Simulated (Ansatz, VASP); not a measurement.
## Two plane-wave programs on Rb3Ba

Contents of INCAR:

```
SYSTEM = Rb3Ba
PREC = Accurate ; ENCUT = 520
EDIFF = 1E-6 ; ISMEAR = 0
SIGMA = 0.1 ; LREAL = .FALSE.
LASPH = .TRUE. ; NELM = 80
ALGO = Normal ; ISIF = 2
LWAVE = .FALSE. ; LCHARG = .FALSE.
GGA = PE ; NBANDS = 26
```

File KPOINTS:

```
regular mesh
0
G
  1 1 1
  0 0 0
```

The input POSCAR:

```
Rb3Ba
1.0
   -3.3826599427      3.3826599427      7.3958377081
    3.3826599427     -3.3826599427      7.3958377081
    3.3826599427      3.3826599427     -7.3958377081
Rb Ba
3 1
Direct
    0.7500000000      0.2500000000      0.5000000000
    0.2500000000      0.7500000000      0.5000000000
    0.5000000000      0.5000000000      0.0000000000
    0.0000000000      0.0000000000      0.0000000000
```

Input for Ansatz:

```yaml
crystal:
  lattice:
    - [-3.3826599427, 3.3826599427, 7.3958377081]
    - [3.3826599427, -3.3826599427, 7.3958377081]
    - [3.3826599427, 3.3826599427, -7.3958377081]
  atoms:
    - { symbol: Rb, position: [0.75, 0.25, 0.5] }
    - { symbol: Rb, position: [0.25, 0.75, 0.5] }
    - { symbol: Rb, position: [0.5, 0.5, 0.0] }
    - { symbol: Ba, position: [0.0, 0.0, 0.0] }
basis:
  ecutwfc: 420
kpoints:
  mp_grid: { grid: [1, 1, 1] }
hamiltonian:
  xc: pbe
scf:
  occupations: { method: gaussian, width: 0.1 }
output:
  forces: true
  stress: true
  eigenvalues: true
```

Alike in both runs: task single point; functional PBE; k mesh 1 × 1 × 1; occupations gaussian, width 0.1 eV; no spin polarisation.

```csv
,VASP,Ansatz
version,VASP 6.6.1,Ansatz 0.2.0
potentials or method,"VASP PAW PBE potentials, release 64 (Rb_sv, Ba_sv)","scalar-relativistic, plane waves, PAW"
plane-wave cutoff (eV),520,420
valence electrons in the cell,37,37
```

```tsv
	VASP	Ansatz	Ansatz less VASP
pressure (GPa)	-1.4	-1.4	0.00
largest component of the traceless stress (GPa)	1.55	1.55	+0.004
```

Caveats: the k mesh is coarse (spacing up to 1.31 Å⁻¹), so the values aren't converged. Spin-orbit coupling is left out, which matters for the levels of Ba.
